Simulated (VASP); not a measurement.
WS2 (Tungstenite):

```
W S
1.0
     3.18000    0.00000    0.00000
    -1.59000    2.75396    0.00000
     0.00000    0.00000   12.50000
W S
2 4
Direct
  0.33333 0.66667 0.25000
  0.66667 0.33333 0.75000
  0.33333 0.66667 0.62500
  0.66667 0.33333 0.12500
  0.33333 0.66667 0.87500
  0.66667 0.33333 0.37500
```

- Program: VASP 6.6.1
- Task: relaxation of cell and atoms
- Functional: r2SCAN
- Potentials or basis: VASP PAW PBE potentials, release 64 (W_sv, S)
- Cutoff: 600 eV
- k mesh: 12 × 12 × 3
- Occupations: gaussian, width 0.03 eV
- Spin: no spin polarisation

At the start: pressure 0.4 GPa; volume 18.24 Å³/atom.

Problem. Where does the relaxation end?

Solution. Over 15 steps the energy falls by 3.2 meV/atom and the volume is 19.05 Å³/atom (+4.4 %); space group P6_3/mmc (No. 194, to 0.05 Å).

The path:
| step | energy change (eV) | largest force (eV/Å) | pressure (GPa) | volume (Å³) |
| --- | --- | --- | --- | --- |
| 1 | 0.0000 | 0.0945 | 0.44 | 109.47 |
| 2 | -0.0028 | 0.1464 | -0.30 | 110.27 |
| 3 | -0.0032 | 0.1744 | -0.70 | 110.71 |
| 4 | -0.0043 | 0.1565 | -0.62 | 110.81 |
| 5 | -0.0071 | 0.1002 | -0.49 | 111.13 |
| 6 | -0.0106 | 0.0109 | -0.16 | 111.76 |
| 7 | -0.0082 | 0.2345 | 0.58 | 113.03 |
| 8 | -0.0111 | 0.0772 | 0.09 | 112.13 |
| 9 | -0.0140 | 0.0573 | 0.04 | 112.49 |
| 10 | -0.0187 | 0.0022 | -0.02 | 113.57 |
| 11 | -0.0192 | 0.0256 | -0.04 | 113.99 |
| 12 | -0.0192 | 0.0282 | -0.04 | 114.02 |
| 13 | -0.0193 | 0.0038 | 0.10 | 114.08 |
| 14 | -0.0193 | 0.0014 | 0.12 | 114.09 |
| 15 | -0.0194 | 0.0058 | 0.06 | 114.29 |

Final structure:
```xyz
6
Lattice="3.1832 0.0000 0.0000 -1.5916 2.7568 0.0000 0.0000 0.0000 13.0236" Properties=species:S:1:pos:R:3 pbc="T T T"
W     0.0000    1.8378    3.2559
W     1.5916    0.9189    9.7677
S     0.0000    1.8378    8.2082
S     1.5916    0.9189    1.6964
S     0.0000    1.8378   11.3272
S     1.5916    0.9189    4.8154
```

Caveat: the PAW data sets were made with another functional, which shifts forces and pressure a little.
